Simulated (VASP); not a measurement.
OSZICAR of a VASP run on Co (hcp):

OSZICAR:
```
       N       E                     dE             d eps       ncg     rms          rms(c)
DAV:   1     0.762745777450E+02    0.76275E+02   -0.81738E+03 13832   0.165E+03
DAV:   2    -0.157820788230E+02   -0.92057E+02   -0.84817E+02 13369   0.261E+02
DAV:   3    -0.180199941081E+02   -0.22379E+01   -0.21862E+01 15889   0.567E+01
DAV:   4    -0.180568568955E+02   -0.36863E-01   -0.36854E-01 19068   0.564E+00
DAV:   5    -0.180572486235E+02   -0.39173E-03   -0.39172E-03 16427   0.540E-01    0.203E+01
DAV:   6    -0.160954660049E+02    0.19618E+01   -0.89561E+00 15070   0.669E+01    0.488E+00
DAV:   7    -0.159019189501E+02    0.19355E+00   -0.83993E-01 16414   0.192E+01    0.374E+00
DAV:   8    -0.158557880372E+02    0.46131E-01   -0.15252E-02 21981   0.208E+00    0.171E+00
DAV:   9    -0.158467548137E+02    0.90332E-02   -0.13452E-03 21394   0.619E-01    0.364E-01
DAV:  10    -0.158458124268E+02    0.94239E-03   -0.19088E-04 17438   0.178E-01    0.605E-02
DAV:  11    -0.158458145063E+02   -0.20795E-05   -0.20597E-05 17830   0.530E-02    0.279E-02
DAV:  12    -0.158458136877E+02    0.81864E-06   -0.15460E-06 12711   0.134E-02
   1 F= -.11028583E+02 E0= -.11028421E+02  d E =-.110286E+02  mag=     1.6631
       N       E                     dE             d eps       ncg     rms          rms(c)
DAV:   1    -0.162348438283E+02   -0.38903E+00   -0.29847E+00 13341   0.345E+01    0.414E+00
DAV:   2    -0.160412070386E+02    0.19364E+00   -0.87917E-01 14930   0.204E+01    0.165E+00
DAV:   3    -0.160119024863E+02    0.29305E-01   -0.77363E-02 15154   0.598E+00    0.102E+00
DAV:   4    -0.160083113292E+02    0.35912E-02   -0.10879E-03 15952   0.395E-01    0.432E-01
DAV:   5    -0.160056627858E+02    0.26485E-02   -0.10012E-03 19290   0.522E-01    0.204E-01
DAV:   6    -0.160058422384E+02   -0.17945E-03   -0.89325E-05 18063   0.115E-01    0.179E-01
DAV:   7    -0.160067045315E+02   -0.86229E-03   -0.13076E-03 15679   0.747E-01    0.121E-01
DAV:   8    -0.160068050889E+02   -0.10056E-03   -0.67592E-05 19006   0.977E-02    0.117E-01
DAV:   9    -0.160073844066E+02   -0.57932E-03   -0.86650E-04 15707   0.591E-01    0.106E-01
DAV:  10    -0.160061900884E+02    0.11943E-02   -0.49938E-03 16015   0.138E+00    0.357E-01
DAV:  11    -0.160064494314E+02   -0.25934E-03   -0.13012E-02 15378   0.232E+00    0.128E-01
DAV:  12    -0.160069898132E+02   -0.54038E-03   -0.67998E-04 16291   0.534E-01    0.982E-02
DAV:  13    -0.160070259223E+02   -0.36109E-04   -0.87084E-06 16004   0.360E-02    0.101E-01
DAV:  14    -0.160074223553E+02   -0.39643E-03   -0.46590E-04 15378   0.430E-01    0.735E-02
DAV:  15    -0.160074756176E+02   -0.53262E-04   -0.30099E-05 19928   0.726E-02    0.673E-02
DAV:  16    -0.160075329901E+02   -0.57372E-04   -0.20718E-05 14643   0.915E-02    0.548E-02
DAV:  17    -0.160076204741E+02   -0.87484E-04   -0.16531E-04 15917   0.254E-01    0.911E-03
DAV:  18    -0.160076230217E+02   -0.25475E-05   -0.13374E-05 18258   0.522E-02    0.283E-03
DAV:  19    -0.160076232423E+02   -0.22061E-06   -0.13889E-06  9513   0.232E-02
   2 F= -.11019115E+02 E0= -.11018873E+02  d E =0.946792E-02  mag=     2.4513
       N       E                     dE             d eps       ncg     rms          rms(c)
DAV:   1    -0.160092577879E+02   -0.16348E-02   -0.15707E+00 13355   0.244E+01    0.331E+00
DAV:   2    -0.159037075823E+02    0.10555E+00   -0.44136E-01 15014   0.149E+01    0.138E+00
DAV:   3    -0.158917270598E+02    0.11981E-01   -0.33146E-02 15357   0.387E+00    0.957E-01
DAV:   4    -0.158906688481E+02    0.10582E-02   -0.60651E-04 19036   0.335E-01    0.501E-01
DAV:   5    -0.158906210760E+02    0.47772E-04   -0.78633E-04 16603   0.544E-01    0.387E-01
DAV:   6    -0.158927311710E+02   -0.21101E-02   -0.30804E-03 15931   0.114E+00    0.105E-01
DAV:   7    -0.158928122723E+02   -0.81101E-04   -0.27877E-04 18592   0.268E-01    0.351E-02
DAV:   8    -0.158928149705E+02   -0.26981E-05   -0.18992E-05 16503   0.893E-02    0.217E-02
DAV:   9    -0.158928171513E+02   -0.21808E-05   -0.36921E-06 11743   0.388E-02    0.623E-03
DAV:  10    -0.158928173990E+02   -0.24778E-06   -0.32512E-07  6933   0.949E-03
   3 F= -.11031083E+02 E0= -.11030777E+02  d E =-.250004E-02  mag=     1.7014
       N       E                     dE             d eps       ncg     rms          rms(c)
DAV:   1    -0.158990064462E+02   -0.61893E-02   -0.35374E-03 13348   0.118E+00    0.144E-01
DAV:   2    -0.158987728590E+02    0.23359E-03   -0.95362E-04 15105   0.691E-01    0.524E-02
DAV:   3    -0.158987427769E+02    0.30082E-04   -0.78124E-05 15308   0.189E-01    0.323E-02
DAV:   4    -0.158987381055E+02    0.46714E-05   -0.94354E-07 10229   0.117E-02    0.124E-02
DAV:   5    -0.158987345665E+02    0.35390E-05   -0.67095E-07  7291   0.137E-02    0.263E-03
DAV:   6    -0.158987346400E+02   -0.73541E-07   -0.42331E-07  6786   0.845E-03
   4 F= -.11031085E+02 E0= -.11030749E+02  d E =-.250206E-02  mag=     1.7084
       N       E                     dE             d eps       ncg     rms          rms(c)
DAV:   1    -0.158964250095E+02    0.23096E-02   -0.56977E-04 13390   0.472E-01    0.577E-02
DAV:   2    -0.158963875624E+02    0.37447E-04   -0.15257E-04 14979   0.276E-01    0.210E-02
DAV:   3    -0.158963826272E+02    0.49353E-05   -0.12462E-05 14937   0.756E-02    0.130E-02
DAV:   4    -0.158963818456E+02    0.78152E-06   -0.14219E-07  6835   0.462E-03
   5 F= -.11031094E+02 E0= -.11030769E+02  d E =-.251089E-02  mag=     1.7056
```

Q: Which electronic solver shows in the log?

A: It is blocked Davidson (ALGO = Normal, or the opening steps of other solvers). The INCAR had ALGO = Normal.

Q: How was spin treated?

A: Collinear spin (ISPIN = 2): the summary line carries one mag value, 1.71 μB in the cell.

Q: Can the final energy be trusted as converged?

A: The calculation finished and met its thresholds. It stopped with EDIFF = 1E-6, NELM = 100, NSW = 40 and EDIFFG = -0.02 after 5 ionic steps (LDA (Ceperley-Alder, Perdew-Zunger), plane waves, VASP's LDA PAW potentials (set 64)).

The compound is Co in the hcp structure. This run relaxes it under an external pressure of 45 GPa. Symmetry was kept, so distortions that lower it aren't found.
